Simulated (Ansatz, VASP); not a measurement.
# Cross-check of Si19P18O83 (amorphous 68SiO2-32P2O5 (mol %)) between VASP and Ansatz

One calculation is typed for both programs; each brings its own data sets and cutoff. How far apart do they land? The structure shown is the end of the Ansatz relaxation below.

Method: plane waves, with VASP 6.6.1 beside it; single point at PBE, in Ansatz 0.2.0.

## Step 1: Set-up

The cell holds 120 atoms: 19 Si, 18 P and 83 O. Cell: a = 11.986 Å, b = 12.139 Å, c = 11.421 Å, α = 92.5°, β = 86.8°, γ = 91.0°. As first built, before any earlier steps moved the atoms: 120 atoms (19 Si, 18 P, 83 O) placed at random at 2.3 g/cm^3, melted at 5000 K for 10 ps at fixed volume with the Morse and Coulomb pair potential with partial charges (Pedone, Malavasi, Menziani, Cormack and Segre, J. Phys. Chem. B 110, 11780 (2006)). Quenched from 5000 K to 300 K at 50 K/ps and fixed volume, held 5 ps, then minimised at fixed cell.

## Step 2: Ansatz: relaxation, PBE

Ansatz runs on its default PAW (the set named soft_2) files.

This run makes the geometry at which the two programs are then compared.

input.yaml

```yaml
crystal:
  lattice:
    - [12.0404, 0.0, 0.0]
    - [0.0, 12.0404, 0.0]
    - [0.0, 0.0, 12.0404]
  atoms:
    - { symbol: Si, position: [0.64473, 0.25755, 0.09451] }
    - { symbol: Si, position: [0.62544, 0.65256, 0.53406] }
    - { symbol: Si, position: [0.94179, 0.35933, 0.3261] }
    - { symbol: Si, position: [0.10805, 0.85582, 0.42611] }
    - { symbol: Si, position: [0.92606, 0.55716, 0.16777] }
    - { symbol: Si, position: [0.24338, 0.42713, 0.99185] }
    - { symbol: Si, position: [0.02896, 0.29361, 0.56137] }
    - { symbol: Si, position: [0.55216, 0.4546, 0.3826] }
    - { symbol: Si, position: [0.57534, 0.0422, 0.70787] }
    - { symbol: Si, position: [0.40022, 0.68786, 0.66115] }
    - { symbol: Si, position: [0.2837, 0.17473, 0.34046] }
    - { symbol: Si, position: [0.0589, 0.98699, 0.0309] }
    - { symbol: Si, position: [0.73291, 0.17785, 0.86378] }
    - { symbol: Si, position: [0.28747, 0.64717, 0.13701] }
    - { symbol: Si, position: [0.69989, 0.24993, 0.34602] }
    - { symbol: Si, position: [0.0321, 0.13825, 0.24633] }
    - { symbol: Si, position: [0.30595, 0.03372, 0.94734] }
    - { symbol: Si, position: [0.99094, 0.03758, 0.57537] }
    - { symbol: Si, position: [0.28934, 0.49741, 0.34413] }
    - { symbol: P, position: [0.80984, 0.34607, 0.68428] }
    - { symbol: P, position: [0.51998, 0.68122, 0.01965] }
    - { symbol: P, position: [0.32061, 0.10343, 0.69976] }
    - { symbol: P, position: [0.27932, 0.31302, 0.5681] }
    - { symbol: P, position: [0.72969, 0.82379, 0.3682] }
    - { symbol: P, position: [0.46562, 0.85489, 0.83766] }
    - { symbol: P, position: [0.36088, 0.93152, 0.39806] }
    - { symbol: P, position: [0.79212, 0.59883, 0.72854] }
    - { symbol: P, position: [0.3821, 0.22895, 0.10445] }
    - { symbol: P, position: [0.43543, 0.49765, 0.83856] }
    - { symbol: P, position: [0.7364, 0.04471, 0.50071] }
[... 84 atom lines left out ...]
    - { symbol: O, position: [0.67315, 0.39748, 0.10092] }
    - { symbol: O, position: [0.29609, 0.09799, 0.82509] }
    - { symbol: O, position: [0.42132, 0.46874, 0.36522] }
    - { symbol: O, position: [0.91676, 0.63527, 0.72937] }
    - { symbol: O, position: [0.9949, 0.26769, 0.24767] }
    - { symbol: O, position: [0.23912, 0.89317, 0.41864] }
kpoints:
  mp_grid: { grid: [1, 1, 1] }
hamiltonian:
  xc: pbe
scf:
  occupations: { method: fermi_dirac, width: 0.025 }
output:
  forces: true
relax:
  f_tol: 0.04
  max_steps: 250
  cell: {}
```

Command:

```
ansatz run input.yaml --threads 4 --pin off --max-ram 8192MiB --backend cpu --events-out ev --progress --plain --runs-dir out
```

Numbers of over 12 decimals in the logs are rounded to 6 here.

What it wrote:

```text
Engine: ansatz 0.2.0, x86_64-unknown-linux-gnu
Pseudopotentials: kind: paw
Pseudopotential: Si, paw, valence charge 4, recommended cutoff 420 eV (normal), Si.paw.azcp
Pseudopotential: P, paw, valence charge 5, recommended cutoff 420 eV (normal), P.paw.azcp
Pseudopotential: O, paw, valence charge 6, recommended cutoff 420 eV (normal), O.paw.azcp
Functional definition: PBE
  parameter kappa = 0.804
  parameter beta = 0.066725
  exchange = pbe_x(kappa = kappa, mu = beta*pi^2/3)
  correlation = pbe_c(beta = beta)
Crystal: 120 atoms, lattice volume = 1745.512 Å³
Basis set: ecut = 420 eV, 34049 PW (Γ), exchange–correlation on 162×162×162 points (8 copies of the dense FFT grid, shifted against one another)
Bands: 452, of which v1, the nominal top of the filled ones, is band 332 counted from 1 (331 counted from 0)
Symmetry: 1 space group operations
Space group: P1 (ITA 1), of the structure as read, at distance tolerance 1.2e-4 Å
k-points: 1
Non-local potential: Si, projectors of the file, l = 0: 2, l = 1: 2, l = 2: 2
Non-local potential: P, projectors of the file, l = 0: 2, l = 1: 2, l = 2: 2
Non-local potential: O, projectors of the file, l = 0: 2, l = 1: 2, l = 2: 1
PAW form: soft (Blöchl's): semilocal exchange-correlation on the pseudo side does not see the compensation charge
PAW one-centre angular grid: Si, 110 points (default); XC on 64 Gauss nodes
PAW one-centre angular grid: P, 110 points (default); XC on 64 Gauss nodes
PAW one-centre angular grid: O, 110 points (default); XC on 64 Gauss nodes
Initial density: superposition of atomic densities (neutral atoms: chi_scale 0, normalization atom), corrected by the library's trained network
Initial wavefunctions: pseudopotential atomic-orbital guess
Functional: x = pbe(κ = 0.804, μ = 0.219515), c = pbe(β = 0.066725)
SCF iter   1: F=—  HF=-72837.221789 eV  |F-HF|=—  |Δ(HF+E_count)|=         —  Δρ=8.66e-3  dr2=2.15e0  ethr=1.77e-3  ⟨swp⟩=7.0  Hψ=2392  notcnv=0  defer=98
preconditioner: auto → Resta (q_TF=auto, 2.322 Å⁻¹)  ε∞=2.9  [insulator: Δε(μ)=2.258 eV  Ē_g=16.497 eV  σ=0.025 eV  W_gap=1.00  n_scr=364 (ndim 8)  ℏωp=22.9 eV  f_vac=0.230  D(μ)=0.00/eV (n_scr^D=0)  ε∞_Penn≈2.9]
SCF iter   2: F=—  HF=-72836.630449 eV  |F-HF|=—  |Δ(HF+E_count)|=   5.91e-1  Δρ=4.65e-3  dr2=4.48e-1  ethr=3.23e-4  ⟨swp⟩=3.0  Hψ=791  notcnv=0  defer=114
SCF iter   3: F=—  HF=-72836.500916 eV  |F-HF|=—  |Δ(HF+E_count)|=   1.30e-1  Δρ=1.79e-3  dr2=1.61e-1  ethr=6.75e-5  ⟨swp⟩=3.0  Hψ=794  notcnv=0  defer=114
SCF iter   4: F=—  HF=-72836.434503 eV  |F-HF|=—  |Δ(HF+E_count)|=   6.64e-2  Δρ=9.39e-4  dr2=1.62e-2  ethr=2.42e-5  ⟨swp⟩=4.0  Hψ=640  notcnv=0  defer=114
SCF iter   5: F=—  HF=-72836.432184 eV  |F-HF|=—  |Δ(HF+E_count)|=   2.32e-3  Δρ=5.13e-4  dr2=3.90e-3  ethr=2.44e-6  ⟨swp⟩=3.0  Hψ=784  notcnv=0  defer=114
SCF iter   6: F=—  HF=-72836.431689 eV  |F-HF|=—  |Δ(HF+E_count)|=   4.95e-4  Δρ=1.53e-4  dr2=3.35e-4  ethr=5.87e-7  ⟨swp⟩=3.0  Hψ=665  notcnv=0  defer=114
SCF iter   7: F=—  HF=-72836.431762 eV  |F-HF|=—  |Δ(HF+E_count)|=   7.28e-5  Δρ=7.40e-5  dr2=7.79e-5  ethr=5.05e-8  ⟨swp⟩=3.0  Hψ=624  notcnv=0  defer=114
SCF iter   8: F=—  HF=-72836.436145 eV  |F-HF|=—  |Δ(HF+E_count)|=   4.38e-3  Δρ=1.96e-5  dr2=6.34e-6  ethr=1.17e-8  ⟨swp⟩=3.0  Hψ=618  notcnv=0  defer=114
SCF iter   9: F=—  HF=-72836.436150 eV  |F-HF|=—  |Δ(HF+E_count)|=   4.99e-6  Δρ=9.90e-6  dr2=1.44e-6  ethr=9.54e-10  ⟨swp⟩=3.0  Hψ=687  notcnv=0  defer=114
SCF iter  10: F=—  HF=-72836.436150 eV  |F-HF|=—  |Δ(HF+E_count)|=   3.98e-8  Δρ=4.13e-6  dr2=2.50e-7  ethr=2.18e-10  ⟨swp⟩=3.0  Hψ=659  notcnv=0  defer=114
SCF iter  11: F=-72836.436150 eV  HF=-72836.436150 eV  |F-HF|=1.36e-8  |Δ(HF+E_count)|=   3.97e-8  Δρ=1.16e-6  dr2=2.43e-8  ethr=1.51e-11  ⟨swp⟩=5.0  Hψ=1501  notcnv=0
SCF 1 converged in 11 iterations: F = -72836.436150 eV  dr2 = 2.43e-8
  greatest PAW one-centre occupation: 0.876 electrons in one spin orbital (limit 2), on the O atom at site 59 (counted from 0), in its partial waves of l = 0
relax step   1: F+E_penalty+E_count = -72836.43614996 eV  Δ(F+E_penalty+E_count) = +0.000e0 eV  max|allowed force component| = 3.948e0 eV/Å  Δτ_max = 0.0000 Å  P = +1.260 GPa  Ω = 1745.512 Å³  (11 SCF iters, dr2 threshold 1.00e-7 eV, accepted)
Crystal: 120 atoms, lattice volume = 1723.993 Å³
Basis set: ecut = 420 eV, 33665 PW (Γ), exchange–correlation on 162×162×162 points (8 copies of the dense FFT grid, shifted against one another)
Initial density: handed on by an earlier stage of this run
Initial wavefunctions: those handed on with the density
iter 1 solved again at ethr=1.92e-4 eV; its pass at ethr=3.10e-3 eV (dr2=1.27e0 eV) is discarded
SCF iter   1: F=—  HF=-72840.107992 eV  |F-HF|=—  |Δ(HF+E_count)|=         —  Δρ=1.13e-2  dr2=1.28e0  ethr=1.92e-4  ⟨swp⟩=8.0  Hψ=2713  notcnv=0  defer=2
[...]
- { symbol: Si, position: [0.309511, 0.693202, 0.174138] }
    - { symbol: Si, position: [0.679694, 0.255227, 0.359311] }
    - { symbol: Si, position: [0.015526, 0.109092, 0.256825] }
    - { symbol: Si, position: [0.273715, 0.042661, 0.943086] }
    - { symbol: Si, position: [0.963305, 0.035192, 0.522763] }
    - { symbol: Si, position: [0.300776, 0.518163, 0.352962] }
    - { symbol: P, position: [0.818515, 0.355752, 0.680316] }
    - { symbol: P, position: [0.537689, 0.685860, 0.034606] }
    - { symbol: P, position: [0.332448, 0.097559, 0.690337] }
    - { symbol: P, position: [0.275962, 0.281831, 0.547732] }
    - { symbol: P, position: [0.716857, 0.813042, 0.369818] }
    - { symbol: P, position: [0.455792, 0.885993, 0.864465] }
    - { symbol: P, position: [0.333021, 0.890565, 0.336349] }
    - { symbol: P, position: [0.797902, 0.604471, 0.734185] }
    - { symbol: P, position: [0.383705, 0.232572, 0.095616] }
    - { symbol: P, position: [0.439062, 0.536710, 0.834457] }
    - { symbol: P, position: [0.702917, 0.038185, 0.498061] }
    - { symbol: P, position: [0.663706, 0.507443, 0.161614] }
    - { symbol: P, position: [0.185004, 0.645356, 0.560647] }
    - { symbol: P, position: [0.033610, 0.687030, 0.762267] }
    - { symbol: P, position: [0.684354, 0.864880, 0.119894] }
    - { symbol: P, position: [0.898968, 1.004500, 0.794677] }
    - { symbol: P, position: [0.061746, 0.744628, 0.153608] }
    - { symbol: P, position: [1.065302, 0.371210, 0.956021] }
    - { symbol: O, position: [0.428138, 0.848487, 0.395035] }
    - { symbol: O, position: [1.043679, 0.256917, 0.994522] }
    - { symbol: O, position: [0.651291, 0.211361, 0.226221] }
    - { symbol: O, position: [0.015382, 0.910069, 0.495588] }
    - { symbol: O, position: [0.365188, 0.353435, 0.078009] }
    - { symbol: O, position: [0.729522, 0.218314, 1.002527] }
    - { symbol: O, position: [0.297085, 0.645961, 0.305874] }
    - { symbol: O, position: [0.549852, 0.959918, 0.808779] }
    - { symbol: O, position: [1.094307, 0.399652, 0.833596] }
    - { symbol: O, position: [0.789903, 0.331385, 0.814570] }
    - { symbol: O, position: [0.241394, 0.548550, 0.493069] }
    - { symbol: O, position: [0.312883, 0.157999, 0.014342] }
    - { symbol: O, position: [0.578041, 0.332426, 0.411236] }
    - { symbol: O, position: [0.032401, 0.641030, 0.879122] }
    - { symbol: O, position: [0.600533, 0.533317, 0.516206] }
    - { symbol: O, position: [0.752348, 0.287491, 0.598397] }
    - { symbol: O, position: [0.796602, 0.319776, 0.350392] }
    - { symbol: O, position: [0.516506, 0.593806, 0.935868] }
    - { symbol: O, position: [0.358363, 0.206497, 0.224474] }
    - { symbol: O, position: [0.513777, 0.481584, 0.745827] }
    - { symbol: O, position: [0.451474, 0.136381, 0.736885] }
    - { symbol: O, position: [0.818652, 0.037137, 0.544195] }
    - { symbol: O, position: [0.370595, 0.359160, 0.541401] }
    - { symbol: O, position: [0.718905, 0.667474, 0.652242] }
[...]
- { symbol: O, position: [0.239854, 0.420532, 0.290666] }
    - { symbol: O, position: [0.976050, 0.647075, 0.149924] }
    - { symbol: O, position: [0.633539, 0.393030, 0.101775] }
    - { symbol: O, position: [0.260675, 0.070028, 0.806874] }
    - { symbol: O, position: [0.437884, 0.503294, 0.366496] }
    - { symbol: O, position: [0.913862, 0.658648, 0.696463] }
    - { symbol: O, position: [0.976111, 0.234997, 0.241056] }
    - { symbol: O, position: [0.216997, 0.893102, 0.412863] }
```

## Step 3: VASP: single point, PBE

The same cell, functional, mesh and smearing now go to VASP, with its own data sets and cutoff.

Lines of VASP's logs that name or quote its potential files are left out, and so is its time.

INCAR

```
SYSTEM = Si19P18O83
PREC = Accurate
ENCUT = 520
EDIFF = 1E-05
NELM = 100
ISMEAR = -1
SIGMA = 0.025
LREAL = Auto
ALGO = Fast
GGA = PE
NBANDS = 416
LORBIT = 11
LWAVE = .FALSE.
LCHARG = .FALSE.
ISIF = 2
```

POSCAR

```
Si19P18O83
1.0
   11.9814550000     -0.1048650000      0.3229420000
   -0.1048650000     12.1352940000     -0.2591940000
    0.3229420000     -0.2591940000     11.4131490000
Si P O
19 18 83
Direct
    0.6350000000      0.2558100000      0.0991300000
    0.6173600000      0.6591000000      0.5633900000
    0.9296200000      0.3406700000      0.3174000000
    0.0962800000      0.8301900000      0.4180500000
    0.9234500000      0.5197400000      0.1295200000
    0.2896500000      0.4593000000      0.0355600000
    0.0274300000      0.2913300000      0.5523000000
    0.5554500000      0.4640000000      0.4041900000
    0.5718800000      0.0735300000      0.7370900000
    0.3843400000      0.7257300000      0.6916400000
    0.2750200000      0.1307700000      0.3138600000
    0.0300400000      0.9619200000      0.0251100000
    0.7645000000      0.2062400000      0.8628600000
    0.3095100000      0.6932000000      0.1741400000
    0.6796900000      0.2552300000      0.3593100000
    0.0155300000      0.1090900000      0.2568300000
    0.2737200000      0.0426600000      0.9430900000
    0.9633100000      0.0351900000      0.5227600000
    0.3007800000      0.5181600000      0.3529600000
    0.8185200000      0.3557500000      0.6803200000
    0.5376900000      0.6858600000      0.0346100000
    0.3324500000      0.0975600000      0.6903400000
    0.2759600000      0.2818300000      0.5477300000
    0.7168600000      0.8130400000      0.3698200000
    0.4557900000      0.8859900000      0.8644600000
    0.3330200000      0.8905700000      0.3363500000
    0.7979000000      0.6044700000      0.7341900000
    0.3837000000      0.2325700000      0.0956200000
    0.4390600000      0.5367100000      0.8344600000
    0.7029200000      0.0381900000      0.4980600000
[... 84 atom lines left out ...]
    0.6335400000      0.3930300000      0.1017800000
    0.2606700000      0.0700300000      0.8068700000
    0.4378800000      0.5032900000      0.3665000000
    0.9138600000      0.6586500000      0.6964600000
    0.9761100000      0.2350000000      0.2410600000
    0.2170000000      0.8931000000      0.4128600000
```

KPOINTS

```
Automatic mesh
0
Gamma
1 1 1
0 0 0
```

PAW data sets: Si, P and O (PBE family, release 64).

Command:

```
export OMP_NUM_THREADS=5
mpirun -np 1 vasp_gam
```

What it wrote:

```text
[banner, memory and clock lines left out]
running    1 mpi-ranks, on    1 nodes
[...]
Offloading initialized ...    1 GPUs detected
[...]
LDA part: xc-table for (Slater+PW92), standard interpolation
 POSCAR, INCAR and KPOINTS ok, starting setup
[...]
entering main loop
       N       E                     dE             d eps       ncg     rms          rms(c)
DAV:   1     0.634449415507E+04    0.63445E+04   -0.39862E+05   848   0.156E+03
DAV:   2    -0.466268884649E+03   -0.68108E+04   -0.66246E+04  1016   0.387E+02
DAV:   3    -0.100048043069E+04   -0.53421E+03   -0.53066E+03   992   0.116E+02
DAV:   4    -0.101214471263E+04   -0.11664E+02   -0.11608E+02  1024   0.182E+01
[...]
RMM:  15    -0.887306830491E+03    0.95880E-04   -0.81654E-04  1008   0.411E-02    0.324E-02
RMM:  16    -0.887306823319E+03    0.71722E-05   -0.15275E-04  1000   0.161E-02    0.193E-02
RMM:  17    -0.887306820329E+03    0.29899E-05   -0.57913E-05   893   0.108E-02
   1 F= -.88730682E+03 E0= -.88730682E+03  d E =-.279697E-10
```

Parts of OUTCAR (step 3):

```text
  FREE ENERGIE OF THE ION-ELECTRON SYSTEM (eV)
  ---------------------------------------------------
  free  energy   TOTEN  =      -887.3068203290 eV

  energy  without entropy=     -887.3068203290  energy(sigma->0) =     -887.30682033
```

The run ends at a pressure of -0.46 GPa, with forces up to 0.17 eV/Å.

## Step 4: Differences

Known differences besides the PAW data sets themselves: the cutoff is 420 eV in Ansatz and 520 eV in VASP (PREC = Accurate, projectors in real space); VASP leaves aspherical gradient terms in its spheres out (LASPH is not set), Ansatz keeps them. Total energies have different zeros and are not compared.

The two programs side by side:

| quantity | Ansatz | VASP | difference |
| --- | --- | --- | --- |
| pressure (GPa) | -0.01 | -0.46 | +0.45 |
| gap on the k mesh (eV) | 2.899 | 2.854 | +0.045 |

Forces on 10 of the 120 atoms, picked by the larger force of the two programs (eV/Å; atoms numbered as in POSCAR):

| atom | Ansatz x, y, z | VASP x, y, z |
| --- | --- | --- |
| Si19 | 0.003, 0.003, 0.008 | 0.078, 0.079, 0.109 |
| O45 | 0.002, 0.004, -0.003 | -0.129, -0.063, 0.046 |
| O61 | -0.003, -0.002, -0.001 | 0.085, -0.089, 0.083 |
| O84 | 0.004, 0.003, -0.002 | -0.091, 0.050, -0.114 |
| O90 | 0.001, -0.002, -0.003 | 0.054, -0.121, 0.087 |
| O93 | -0.001, -0.001, 0.000 | 0.097, 0.092, -0.073 |
| O94 | -0.005, 0.001, -0.008 | -0.130, -0.056, -0.088 |
| O101 | 0.002, 0.004, -0.002 | 0.111, -0.093, -0.073 |
| O113 | 0.001, 0.001, 0.000 | -0.069, -0.110, -0.072 |
| O116 | 0.002, -0.003, -0.001 | 0.096, 0.034, -0.111 |

The forces differ by 54 meV/Å r.m.s., which is 99.4 % of the r.m.s. force of 0.05 eV/Å (both taken over all components).

## Step 5: Summary of results

```json
{
  "r.m.s. force difference (single point, PBE)": "54 meV/Å",
  "difference in gap on the k mesh (single point, PBE)": "0.045 eV"
}
```

**Reading.** The r.m.s. force difference is 54 meV/Å (single point, PBE), beyond the 12 meV/Å picked in this series as the mark of a large difference. No further run was made for the single point, PBE pair, so its cause stays open. Differences of this kind measure data sets and numerical settings, not the functional's error against experiment.

[Lines on the potential files, build, host, timing and source positions are cut from VASP's logs without a mark.]

[Logs are printed without paths, hosts, clocks, repeated set-up lines and the standing remarks that a program may print on its own settings, such as how far it seeks lower states.]

[Hosts, paths, dates, database ids (printed as entryN), source tags and the programs' standing remarks are cut or masked in the printed files.]
